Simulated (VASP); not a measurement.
Here is the system:

```
CELL_PARAMETERS angstrom
     -2.13610     2.13610     2.13610
      2.13610    -2.13610     2.13610
      2.13610     2.13610    -2.13610
ATOMIC_POSITIONS crystal
  Eu 0.00000 0.00000 0.00000
```

Method: optB86b-vdW, VASP's PBE PAW potentials (set 64) (plane waves; VASP). Numerical set-up: 520 eV cut-off, 12×12×12 Γ-centred mesh, first-order Methfessel-Paxton smearing of 0.10 eV, potentials Eu_2.

The 4f electrons are frozen in the core of the lanthanide potential, so 4f levels, which can set the real gap, and their magnetism are missing.

Problem. What does the run give for the energy per atom (σ→0), band gap (on the k-mesh) with the smallest direct gap where there is one?

Solution. 
```
Item                                                        Result
------------------------  ----------------------------------------
band gap (on the k-mesh)  none (metal, semimetal or under 0.01 eV)
energy per atom (σ→0)                                0.543 eV/atom
```

Total energies compare only between runs with the same potentials, cut-off and functional.

The compound is Eu in the bcc structure. This cell is one point of a volume scan, at 0.97 of the reference volume.
